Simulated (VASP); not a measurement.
A run of VASP 6.6.1:

The input INCAR:

```
PREC = Accurate ; ENCUT = 520
EDIFF = 1E-7 ; ISMEAR = 0
SIGMA = 0.1 ; LREAL = False
LASPH = True ; NELM = 60
ALGO = Normal ; ISIF = 2
LWAVE = False ; LCHARG = True
GGA = PS ; LELF = True
LVHAR = True ; NBANDS = 20
```

KPOINTS

```
regular mesh
0
Gamma
  6 6 6
```

POSCAR

```
ZrIn
1.0
    1.6183000722      0.9343259823      5.1215826104
   -1.6183000722      0.9343259823      5.1215826104
    0.0000000000     -1.8686519646      5.1215826104
Zr In
1 1
Direct
    0.5000000000      0.5000000000      0.5000000000
    0.0000000000      0.0000000000      0.0000000000
```

Potentials or basis: VASP PAW PBE potentials, release 64 (Zr_sv, In_d).

Launch:

```console
$ cat potpaw_PBE.64/Zr_sv/POTCAR potpaw_PBE.64/In_d/POTCAR > POTCAR
$ mpirun -np 1 vasp_std > vasp.out
```

Hardware: 1 thread of AMD EPYC 9R45 96-Core Processor (Zen 5), with other jobs on the host.

Q: Estimate the wall time of this run.

A: Run time: 48 s on 1 thread of AMD EPYC 9R45 96-Core Processor (Zen 5), with other jobs on the host, peak memory 0.23 GiB. Counts: scf iterations 13, k points 32.
